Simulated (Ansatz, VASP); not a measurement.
# BiAs: VASP beside Ansatz

Wanted: the spread between two codes on one cell, functional and k mesh. The cell is invented: As first built, before any earlier steps moved the atoms (in the runner's words): it takes the AsP structure with some of its atoms replaced by other elements, volume scaled by an estimate. It may not be a known or stable phase. The cell is taken from a series of runs on this material, whose earlier steps may have relaxed, scaled, displaced or heated it; both programs get it as it stands. Valence electrons are named where the data sets of a main pair hold unlike numbers.

Main program and level: Ansatz 0.2.0; plane waves, with VASP 6.6.1 beside it; single point at LDA and single point at BLYP.

### 1. Starting point

The structure is trigonal, space group R3m (No. 160). The conventional cell has a = 4.253 Å, b = 4.253 Å, c = 11.048 Å, α = 90.00°, β = 90.00°, γ = 120.00°. Nearest to Bi lie 6 As at 2.85 to 3.33 Å. Nearest to As lie 6 Bi at 2.85 to 3.33 Å. As first built, before any earlier steps moved the atoms (in the runner's words): sites of the AsP structure (space group 160) filled with other elements, volume scaled by an estimate. Farther neighbours are not listed.

As a file:

```cif
data_structure
_symmetry_space_group_name_H-M 'R3m:H'
_symmetry_Int_Tables_number 160
_cell_length_a 4.2528
_cell_length_b 4.2528
_cell_length_c 11.0478
_cell_angle_alpha 90.000
_cell_angle_beta 90.000
_cell_angle_gamma 120.000
_cell_volume 173.04
loop_
_atom_site_label
_atom_site_type_symbol
_atom_site_symmetry_multiplicity
_atom_site_Wyckoff_symbol
_atom_site_fract_x
_atom_site_fract_y
_atom_site_fract_z
_atom_site_occupancy
Bi1 Bi 3 a 0.66667 0.33333 0.10153 1
As1 As 3 a 0.00000 0.00000 0.23180 1
```

### 2. VASP: single point, LDA

With cell and atoms fixed, the geometry can't cause a difference; cores, projectors, grids and the points listed under the comparison can.

Lines of VASP's logs that name or quote its potential files are left out, and so is its time.

The input, INCAR:

```
SYSTEM = BiAs
PREC = Accurate
ENCUT = 520
EDIFF = 1E-06
NELM = 100
ISMEAR = 0
SIGMA = 0.02
LREAL = .FALSE.
ALGO = Normal
GGA = CA
NBANDS = 17
LORBIT = 11
LWAVE = .FALSE.
LCHARG = .FALSE.
KPAR = 2
ISIF = 2
```

The input, POSCAR:

```
BiAs
1.0
    2.1264006924      1.2276782936      3.6825905750
   -2.1264006924      1.2276782936      3.6825905750
    0.0000000000     -2.4553565871      3.6825905750
Bi As
1 1
Direct
    0.2317986543      0.2317986543      0.2317986543
    0.7682013457      0.7682013457      0.7682013457
```

The input, KPOINTS:

```
Automatic mesh
0
Gamma
4 4 4
0 0 0
```

The projector-augmented-wave data sets are Bi_d_GW and As_GW (LDA family, release 64).

Run with:

```bash
$ mpirun -np 2 vasp_std
```

Numbers of over 12 decimals in the logs are rounded to 6 here.

The log of the run:

```text
[banner, memory and clock lines left out]
running    2 mpi-ranks, on    1 nodes
 distrk:  each k-point on    1 cores,    2 groups
 distr:  one band on    1 cores,    1 groups

 POSCAR found type information on POSCAR BiAs
 POSCAR found :  2 types and       2 ions
 LDA part: xc-table for (Slater(with rela. corr.)+CA(PZ))
 , standard interpolation
 POSCAR, INCAR and KPOINTS ok, starting setup
 FFT: planning ... GRIDC
 FFT: planning ... GRID_SOFT
 FFT: planning ... GRID
 WAVECAR not read
 entering main loop
       N       E                     dE             d eps       ncg     rms          rms(c)
DAV:   1     0.131272141873E+03    0.13127E+03   -0.14424E+04   645   0.188E+03
DAV:   2    -0.274919483695E+01   -0.13402E+03   -0.13049E+03   634   0.460E+02
DAV:   3    -0.993408151458E+01   -0.71849E+01   -0.70312E+01   665   0.978E+01
DAV:   4    -0.101721234018E+02   -0.23804E+00   -0.23784E+00   698   0.158E+01
DAV:   5    -0.101753031829E+02   -0.31798E-02   -0.31797E-02   715   0.169E+00    0.460E+00
DAV:   6    -0.100111997725E+02    0.16410E+00   -0.76481E-01   682   0.642E+00    0.265E+00
DAV:   7    -0.100072999152E+02    0.38999E-02   -0.46972E-02   540   0.138E+00    0.130E+00
DAV:   8    -0.100052260506E+02    0.20739E-02   -0.57953E-03   628   0.102E+00    0.613E-02
DAV:   9    -0.100051205921E+02    0.10546E-03   -0.19371E-03   642   0.476E-01    0.251E-02
DAV:  10    -0.100051118720E+02    0.87201E-05   -0.10931E-04   595   0.634E-02    0.963E-03
DAV:  11    -0.100051131895E+02   -0.13176E-05   -0.95698E-06   568   0.213E-02    0.574E-03
DAV:  12    -0.100051132423E+02   -0.52799E-07   -0.56708E-07   350   0.877E-03
   1 F= -.10005113E+02 E0= -.10005113E+02  d E =-.802887E-08
```

OUTCAR, selected parts (step 2):

```text
ion  position               nearest neighbor table
   1  0.232  0.232  0.232-   2 2.85   2 2.85   2 2.85
   2  0.768  0.768  0.768-   1 2.85   1 2.85   1 2.85

  LATTYP: Found a trigonal (rhomboedric) cell.
 ALAT       =     4.4260871252
 COS(alpha) =     0.5383844660

 Subroutine GETGRP returns: Found  6 space group operations
 (whereof  6 operations were pure point group operations)

The static configuration has the point symmetry C_3v.

 Found     13 irreducible k-points:

   k-points           NKPTS =     13   k-points in BZ     NKDIM =     13   number of bands    NBANDS=     17

   dimension x,y,z NGX =    36 NGY =   36 NGZ =   36
   dimension x,y,z NGXF=    72 NGYF=   72 NGZF=   72

   ENCUT  =  520.0 eV  38.22 Ry    6.18 a.u.   8.23  8.23  8.23*2*pi/ulx,y,z

   NELECT =      22.0000    total number of electrons

 k-points in reciprocal lattice and weights: Automatic mesh
   0.00000000  0.00000000  0.00000000       0.016
   0.25000000 -0.00000000  0.00000000       0.094
   0.50000000 -0.00000000  0.00000000       0.047
   0.25000000  0.25000000  0.00000000       0.094
   0.50000000  0.25000000 -0.00000000       0.188
  -0.25000000  0.25000000  0.00000000       0.094
   0.50000000  0.50000000  0.00000000       0.047
   0.25000000  0.25000000  0.25000000       0.031
   0.50000000  0.25000000  0.25000000       0.094
  -0.25000000  0.25000000  0.25000000       0.094
   0.50000000  0.50000000  0.25000000       0.094
  -0.25000000  0.50000000  0.25000000       0.094
   0.50000000  0.50000000  0.50000000       0.016

 average (electrostatic) potential at core
       1 -57.6423       2 -54.4556

 E-fermi :   3.2397

 k-point     1 :       0.0000    0.0000    0.0000
  band No.  band energies     occupation
    ...
      7     -10.0200      2.00000
      8      -3.2984      2.00000
      9       1.8837      2.00000
     10       1.9873      2.00000
     11       1.9873      2.00000
     12       6.0005      0.00000
     13       6.6970      0.00000
     14       6.6970      0.00000
     15       9.7464      0.00000
     16       9.7464      0.00000
    ...

 k-point     2 :       0.2500   -0.0000    0.0000
  band No.  band energies     occupation
    ...
      7      -9.3619      2.00000
      8      -4.8003      2.00000
      9       1.8669      2.00000
     10       1.9154      2.00000
     11       2.3846      2.00000
     12       4.7780      0.00000
     13       5.3715      0.00000
     14       5.5568      0.00000
     15       9.2215      0.00000
     16      10.1451      0.00000
    ...

 k-point     3 :       0.5000   -0.0000    0.0000
  band No.  band energies     occupation
    ...
      7      -7.8504      2.00000
      8      -6.9947      2.00000
      9       1.9014      2.00000
     10       1.9299      2.00000
     11       3.1710      2.00000
     12       3.3084      0.00000
     13       4.1863      0.00000
     14       4.6457      0.00000
     15      11.5642      0.00000
     16      12.6848      0.00000
    ...

  Total       -1.5104703     -1.5104710     -1.5897478     -0.0000000     -0.0000000      0.0000000
  in kB      -41.9554532    -41.9554724    -44.1574972     -0.0000000     -0.0000000      0.0000000
  external PRESSURE =     -42.6894743 kB  Pullay stress =       0.0000000 kB

  energy-cutoff  :      520.00
  volume of cell :       57.68
      direct lattice vectors                 reciprocal lattice vectors
     2.126400692  1.227678294  3.682590575     0.235139126  0.135757606  0.090515990
    -2.126400692  1.227678294  3.682590575    -0.235139126  0.135757606  0.090515990
     0.000000000 -2.455356587  3.682590575     0.000000000 -0.271515213  0.090515990

 POSITION                                       TOTAL-FORCE (eV/Angst)
 -----------------------------------------------------------------------------------
      0.00000      0.00000      2.56086         0.000000     -0.000000     -0.315699
      0.00000      0.00000      8.48691         0.000000      0.000000      0.315699
 -----------------------------------------------------------------------------------
    total drift:                               -0.000000     -0.000004     -0.000744

  FREE ENERGIE OF THE ION-ELECTRON SYSTEM (eV)
  ---------------------------------------------------
  free  energy   TOTEN  =       -10.0051132423 eV

  energy  without entropy=      -10.0051132343  energy(sigma->0) =      -10.00511324

 total charge
# of ion       s       p       d       f       tot
--------------------------------------------------
    1        3.576   1.222   9.950   0.018  14.765
    2        1.289   1.371   0.023   0.000   2.684
--------------------------------------------------
tot          4.865   2.593   9.973   0.018  17.449

[... 3 further parts left out ...]
```

The gap is read on the k-mesh alone, so it is an upper bound where the band edges lie off the mesh.

### 3. Ansatz: single point, LDA

Ansatz runs on its default PAW (the set named soft_2) files.

The same cell, functional (in two slightly different forms), mesh and smearing now go to Ansatz, which takes its cutoff from its data sets.

The input, input.yaml:

```yaml
crystal:
  lattice:
    - [2.1264006924, 1.2276782936, 3.682590575]
    - [-2.1264006924, 1.2276782936, 3.682590575]
    - [0.0, -2.4553565871, 3.682590575]
  atoms:
    - { symbol: Bi, position: [0.2317986543, 0.2317986543, 0.2317986543] }
    - { symbol: As, position: [0.7682013457, 0.7682013457, 0.7682013457] }
hamiltonian:
  xc: lda
  pseudopotentials: { kind: paw }
kpoints:
  mp_grid: { grid: [4, 4, 4] }
  band_path:
    path:
      - [0.0, 0.0, 0.0]
      - [0.13333, 0.0, 0.0]
      - [0.3, 0.0, 0.0]
      - [0.46667, 0.0, 0.0]
      - [0.5, 0.0, 0.0]
      - [0.5, 0.04815, -0.04815]
      - [0.5, 0.1284, -0.1284]
      - [0.5, 0.20866, -0.20866]
      - [0.72468, 0.5, 0.27532]
      - [0.63826, 0.5, 0.36174]
      - [0.55185, 0.5, 0.44815]
      - [0.46667, 0.46667, 0.46667]
      - [0.3, 0.3, 0.3]
      - [0.13333, 0.13333, 0.13333]
      - [0.0, 0.0, 0.0]
      - [0.12346, 0.0, -0.12346]
      - [0.22223, 0.0, -0.22223]
      - [0.34569, 0.0, -0.34569]
      - [0.6037, 0.3963, 0.0]
      - [0.56049, 0.43951, 0.0]
      - [0.51728, 0.48272, 0.0]
      - [0.51728, 0.51728, 0.0321]
      - [0.56049, 0.56049, 0.11235]
      - [0.6037, 0.6037, 0.19261]
      - [0.62098, 0.62098, 0.25804]
      - [0.57777, 0.57777, 0.34446]
      - [0.53457, 0.53457, 0.43087]
      - [0.5, 0.0, 0.0]
      - [0.58641, 0.12346, 0.12346]
      - [0.67283, 0.24692, 0.24692]
      - [0.75924, 0.37038, 0.37038]
    npoints: 1
scf:
  occupations: { method: gaussian, width: 0.02 }
  n_extra_bands: 7
output:
  forces: true
  stress: true
  eigenvalues: true
```

Run with:

```bash
$ ansatz run input.yaml --threads 2 --pin off --max-ram 4608MiB --backend cpu --events-out ev --progress --plain --runs-dir out
```

The log of the run:

```text
scf.n_extra_bands = 7 over 15 filled bands (N_el = 30.0): the run solves 22 bands
Engine: ansatz 0.2.0, aarch64-unknown-linux-gnu
Pseudopotentials: kind: paw
Pseudopotential: Bi, paw, valence charge 15, recommended cutoff 420 eV (normal), Bi.paw.azcp
Pseudopotential: As, paw, valence charge 15, recommended cutoff 420 eV (normal), As.paw.azcp
Functional definition: SPW92
  exchange = slater_x
  correlation = pw_c
Crystal: 2 atoms, lattice volume = 57.681 Å³
Basis set: ecut = 420 eV, 1141 PW (Γ)
Bands: 22, of which v1, the nominal top of the filled ones, is band 15 counted from 1 (14 counted from 0)
Symmetry: 6 space group operations
Space group: R3m (ITA 160), of the structure as read, at distance tolerance 3.9e-5 Å
k-points: 13 of 64 (time reversal used)
Non-local potential: Bi, projectors of the file, l = 0: 2, l = 1: 2, l = 2: 2, l = 3: 2
Non-local potential: As, projectors of the file, l = 0: 2, l = 1: 2, l = 2: 3, l = 3: 1
PAW form: soft (Blöchl's): semilocal exchange-correlation on the pseudo side does not see the compensation charge
PAW frozen core: Bi, regenerated for the run's functional, and the local potential with it (the file was generated under x = pbe(κ = 0.804, μ = 0.219515), c = pbe(β = 0.066725))
PAW frozen core: As, regenerated for the run's functional, and the local potential with it (the file was generated under x = pbe(κ = 0.804, μ = 0.219515), c = pbe(β = 0.066725))
PAW one-centre angular grid: Bi, 590 points (default); XC on 64 Gauss nodes
PAW one-centre angular grid: As, 590 points (default); XC on 64 Gauss nodes
Initial density: superposition of atomic densities (neutral atoms: chi_scale 0, normalization atom), corrected by the library's trained network
Initial wavefunctions: pseudopotential atomic-orbital guess
Functional: x = slater, c = lda
SCF iter   1: F=—  HF=-16859.582237 eV  |F-HF|=—  |Δ(HF+E_count)|=         —  Δρ=4.55e-3  dr2=1.44e-2  ethr=1.77e-3  ⟨swp⟩=6.9  Hψ=1419  notcnv=0
preconditioner: auto → none  [insulator: Δε(μ)=0.134 eV  Ē_g=11.787 eV  σ=0.020 eV  W_gap=1.00  n_scr=14 (ndim 8)  ℏωp=15.5 eV  f_vac=0.005  D(μ)=0.00/eV (n_scr^D=0)  ε∞_Penn≈2.7]
SCF iter   2: F=—  HF=-16859.578189 eV  |F-HF|=—  |Δ(HF+E_count)|=   4.05e-3  Δρ=2.33e-3  dr2=3.65e-3  ethr=4.81e-5  ⟨swp⟩=2.1  Hψ=462  notcnv=0  defer=29
SCF iter   3: F=—  HF=-16859.577461 eV  |F-HF|=—  |Δ(HF+E_count)|=   7.28e-4  Δρ=5.42e-4  dr2=2.74e-4  ethr=1.22e-5  ⟨swp⟩=2.9  Hψ=434  notcnv=0  defer=29
SCF iter   4: F=—  HF=-16859.577383 eV  |F-HF|=—  |Δ(HF+E_count)|=   7.79e-5  Δρ=1.59e-4  dr2=1.81e-5  ethr=9.15e-7  ⟨swp⟩=2.1  Hψ=392  notcnv=0  defer=29
SCF iter   5: F=—  HF=-16859.577375 eV  |F-HF|=—  |Δ(HF+E_count)|=   7.56e-6  Δρ=5.33e-5  dr2=9.81e-7  ethr=6.03e-8  ⟨swp⟩=2.0  Hψ=441  notcnv=0  defer=29
SCF iter   6: F=-16859.577376 eV  HF=-16859.577375 eV  |F-HF|=5.02e-8  |Δ(HF+E_count)|=   1.35e-7  Δρ=1.71e-5  dr2=8.11e-8  ethr=3.33e-10  ⟨swp⟩=9.6  Hψ=1564  notcnv=0
SCF 1 converged in 6 iterations: F = -16859.577376 eV  dr2 = 8.11e-8
  greatest PAW one-centre occupation: 0.999 electrons in one spin orbital (limit 2), on the As atom at site 1 (counted from 0), in its partial waves of l = 2
NSCF: frozen V_eff on 31 k-points
SCF converged after 6 iterations
Free energy (F): -16859.577376 eV
Harris-Foulkes:  -16859.577375 eV  (|F-HF|=5.02e-8)
Internal energy: -16859.577376 eV  (E = F + TS)
E sigma→0 (E₀):  -16859.577376 eV
Fermi energy:    9.144032 eV
--- Per-component energies (eV) ---
  E_band       = -359.580141
  E_kinetic    = 404.938637
  E_local      = -3328.039618  (includes V_loc(G=0)·N_el)
  E_nonlocal   = -101.465092
  E_hartree    = 1474.974701
  E_xc         = -229.094085
  E_vxc        = -223.662681  (∫ρ·V_xc dr)
  E_paw        = -12105.889187  (= ΣΔE_a)
  E_vpaw       = -61.297962  (= ΣTr[D̂ρ^β])
  E_aug_tail   = -0.000519  (compensation charges beyond the density's cutoff)
  E_ewald      = -2977.072559
  E_core_change = 2.070345  (= ΣΔE_core)
  E_smearing   = -0.000000  (= −TS)
  E_closure    = -0.000000  (closes the sum)
  Σ components = -16859.577376   (vs F -16859.577376, Δ=0.00e0)
--- Forces (eV/Å), atoms counted from 1 ---
  atom   1  Bi    -0.00000000    -0.00000000    -0.33385299
  atom   2  As     0.00000000     0.00000000     0.33385671
  max |Σ_I F_I| component: 3.72e-6 eV/Å
--- Stress (GPa, compression-positive) ---
       -4.240685       0.000000       0.000000
       -0.000000      -4.240685      -0.000000
       -0.000000      -0.000000      -4.394153
  P = ⅓ Tr σ = -4.2918 GPa (-42.918 kbar)
--- Band table (eV; the first three rows and the last of 13) ---
  k-point 0: bands = [... 11 lower, 2.5480, 7.7985, 7.9022, 7.9022, 11.9143, 12.6074, 12.6074, 15.6800, ... 3 higher]
  k-point 1: bands = [... 11 lower, 1.0636, 7.7800, 7.8312, 8.2914, 10.6820, 11.2833, 11.4689, 15.1497, ... 3 higher]
  k-point 2: bands = [... 11 lower, -1.1124, 7.8179, 7.8408, 9.0757, 9.2123, 10.0977, 10.5586, 17.4864, ... 3 higher]
  k-point 12: bands = [... 11 lower, -0.3920, 8.3967, 8.3967, 8.4145, 10.1523, 10.1523, 10.3404, 16.8997, ... 3 higher]
```

Reading the cycles: dr2 is the Hartree energy of the density residual (eV), the measure of convergence; HF is the Harris–Foulkes estimate of the energy, which meets the free energy F at convergence.

### 4. Differences

Known differences besides the potentials themselves: the two LDA forms differ slightly; the data sets hold 30 valence electrons in Ansatz (on its default PAW (the set named soft_2) files) and 22 in VASP; the cutoff is 420 eV in Ansatz and 520 eV in VASP; VASP's log shows a relativistic correction to its local exchange, Ansatz's none. Total energies have different zeros and are not compared.

Compared:

| quantity | Ansatz | VASP | difference |
| --- | --- | --- | --- |
| pressure (GPa) | -4.29 | -4.27 | -0.02 |
| gap on the k mesh (eV) | 0.137 | 0.137 | -0.001 |

Forces (eV/Å; atoms numbered as in POSCAR):

| atom | Ansatz x, y, z | VASP x, y, z |
| --- | --- | --- |
| Bi1 | 0.000, 0.000, -0.334 | 0.000, 0.000, -0.316 |
| As2 | 0.000, 0.000, 0.334 | 0.000, 0.000, 0.316 |

The forces differ by 10 meV/Å r.m.s., which is 5.7 % of the r.m.s. force of 0.182 eV/Å (both taken over all components). A gap on the mesh is an upper bound, since the band edges may lie between its points; neither run holds spin-orbit coupling, which can move the band edges of a compound of Bi. Ansatz's pressure holds a Pulay correction of 0.03 GPa; VASP's holds none.

(Continued in part 2 of 2.)

[Lines on the potential files, build, host, timing and source positions are cut from VASP's logs without a mark.]

[Logs are printed without paths, hosts, clocks, repeated set-up lines and the standing remarks that a program may print on its own settings, such as how far it seeks lower states.]

[Hosts, paths, dates, database ids (printed as entryN), source tags and the programs' standing remarks are cut or masked in the printed files.]
